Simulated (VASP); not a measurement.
Computed with PBEsol GGA, VASP's PBE PAW potentials (set 64) (plane waves; VASP 6.6.1).

A VASP calculation is set up with these files.

POSCAR:
```
SiO2
1
    4.1514362681     0.0000000000     0.0000000000
    0.0000000000     4.1514362681     0.0000000000
    0.0000000000     0.0000000000     2.6571320764
Si O
2 4
Direct
  0.0000000000   0.0000000000   0.0000000000
  0.5000000000   0.5000000000   0.5000000000
  0.3059490038   0.3059490038   1.0000000000
  0.8059490038   0.1940509962   0.5000000000
  0.1940509962   0.8059490038   0.5000000000
  0.6940509962   0.6940509962   0.0000000000
```

INCAR:
```
SIGMA = 0.05   # width (eV)
GGA = PS   # PBEsol
ISMEAR = 0
ENCUT = 520
NSW = 30
LWAVE = .FALSE.
LASPH = .TRUE.   # aspherical one-centre terms
LREAL = .FALSE.   # projection in real space or not
NELM = 100   # most electronic steps
SYSTEM = SiO2
EDIFFG = -0.01   # ionic stop
ISIF = 4   # ions and shape, fixed volume
PREC = Accurate
ALGO = Normal
LCHARG = .FALSE.
EDIFF = 1E-7   # SCF stop (eV)
IBRION = 2   # conjugate gradients
```

### KPOINTS
```
Automatic mesh
0
Gamma
5 5 8
0 0 0
```

POTCAR, in this order: Si O (PBE.64 set). Program: vasp_std.

What does the run give for the energy per atom (σ→0), band gap (on the k-mesh)?

```
Item                              Result
------------------------  --------------
energy per atom (σ→0)     -8.157 eV/atom
band gap (on the k-mesh)         5.80 eV
```

File OSZICAR:
```
...
   3 F= -.48942594E+02 E0= -.48942594E+02  d E =-.382110E-02
       N       E                     dE             d eps       ncg     rms          rms(c)
DAV:   1    -0.489432514552E+02   -0.65801E-03   -0.39992E-02  1336   0.176E+00    0.147E-01
DAV:   2    -0.489429695422E+02    0.28191E-03   -0.50381E-04  1364   0.194E-01    0.824E-02
DAV:   3    -0.489428166949E+02    0.15285E-03   -0.19605E-04  1400   0.127E-01    0.503E-03
DAV:   4    -0.489428181585E+02   -0.14637E-05   -0.15003E-05  1352   0.311E-02    0.485E-03
DAV:   5    -0.489428181849E+02   -0.26379E-07   -0.24879E-07   992   0.523E-03
   4 F= -.48942818E+02 E0= -.48942818E+02  d E =-.224683E-03
```

The compound is SiO2 in the rutile structure, stishovite, a high-pressure form. This cell is one point of a volume scan, at 0.97 of the reference volume. Symmetry was kept, so distortions that lower it aren't found.
